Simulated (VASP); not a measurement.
The system is Cs2AgBiBr6.

```
Cs Ag Bi Br
1.0
     0.00000    5.59361    5.59361
     5.59361    0.00000    5.59361
     5.59361    5.59361    0.00000
Cs Ag Bi Br
2 1 1 6
Direct
  0.25000 0.25000 0.25000
  0.75000 0.75000 0.75000
  0.50000 0.50000 0.50000
  0.00000 0.00000 0.00000
  0.25399 0.74601 0.25399
  0.25399 0.74601 0.74601
  0.74601 0.25399 0.74601
  0.74601 0.25399 0.25399
  0.25399 0.25399 0.74601
  0.74601 0.74601 0.25399
```

Base run:

```yaml
Program: VASP 6.6.1
Functional: PBE
Potentials_or_basis: VASP PAW PBE potentials, release 64 (Cs_sv, Ag, Bi_d, Br)
Cutoff: 520 eV
k_mesh: 4 × 4 × 4
Occupations: gaussian, width 0.03 eV
Spin: no spin polarisation
```

Its results: band gap on the k mesh 1.19 eV, indirect (least direct gap 2.41 eV); pressure 1.9 GPa; largest force 0.046 eV/Å.

Q: The run is repeated on the same cell with these changes: functional from PBE to r2SCAN; further incar settings from ALGO = Fast; EDIFF = 1e-06; NBANDS = 54 to ALGO = Normal; EDIFF = 1e-06; NBANDS = 54. What comes out?

A: Band gap on the k mesh 1.55 eV, indirect (least direct gap 2.76 eV); pressure 1.1 GPa; largest force 0.106 eV/Å.

Caveats: spin-orbit coupling is left out, which as a rule narrows the gap of such compounds by several tenths of an eV; the PAW data sets were made with another functional, which shifts forces and pressure a little (some runs).
